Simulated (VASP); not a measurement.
# AlN (relaxed from the rock salt structure, space group Fm-3m): computed properties

Computed with r2SCAN meta-GGA, VASP's PBE PAW potentials (set 64) (plane waves; VASP).

| Property | Value |
|---|---|
| space group | Fm-3m (225) |
| cell | a = b = c = 4.0340 Å, α = β = γ = 90.00° |
| volume per atom | 8.21 Å³/atom |
| band gap (over mesh and band path) | 5.56 eV |
| smallest direct gap (over mesh and band path) | 6.62 eV |
| band-edge character | indirect, Γ to X |
| density | 4.15 g/cm³ |

Space group Fm-3m (No. 225); a = 4.034 Å, b = 4.034 Å, c = 4.034 Å, α = 90.00°, β = 90.00°, γ = 90.00°

```
atom  site  symmetry       x       y       z
----  ----  --------  ------  ------  ------
Al      4a      m-3m  0.0000  0.0000  0.0000
N       4b      m-3m  0.5000  0.5000  0.5000
```
(The calculation used a cell of 2 atoms; values per cell refer to that cell.)

The structure was generated: AlN was put into the rock salt type (Fm-3m), which need not be its known phase. It was relaxed first, which changed the volume by -8 %. Symmetry was kept, so distortions that lower it aren't found.
